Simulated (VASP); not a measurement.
Data:

```
CELL_PARAMETERS angstrom
      1.63989    -5.19503     0.00000
      1.63989     5.19503     0.00000
      0.00000     0.00000     4.22872
ATOMIC_POSITIONS crystal
  P  0.10190 0.89810 0.92304
  P  0.39810 0.60190 0.42304
  P  0.60190 0.39810 0.57696
  P  0.89810 0.10190 0.07696
```

Calculation: AM05 GGA, VASP's PBE PAW potentials (set 64) (plane waves; VASP). Run with 520 eV cut-off, 7×7×5 Γ-centred mesh, Gaussian smearing of 0.050 eV, potentials P.

Without a dispersion term in the relaxation, distances and binding between the weakly bound layers, chains or molecules are unreliable, and so is what depends on them.

Question: The ions and cell shape at fixed volume are relaxed. What does this cell relax into?

Answer: 
```
CELL_PARAMETERS angstrom
      1.65456    -5.18105     0.00000
      1.65456     5.18105     0.00000
      0.00000     0.00000     4.20253
ATOMIC_POSITIONS crystal
  P  0.10388 0.89612 0.92590
  P  0.39612 0.60388 0.42590
  P  0.60388 0.39612 0.57410
  P  0.89612 0.10388 0.07410
```
Space group Cmce (64), at a tolerance of 0.03 Å.

Question: How much energy does the relaxation gain?

Answer: The energy (σ→0) changes by -3.8 meV/atom, in 5 ionic steps.

The compound is P in the black structure. This cell is one point of a volume scan, at 0.97 of the reference volume. Symmetry was kept, so distortions that lower it aren't found.
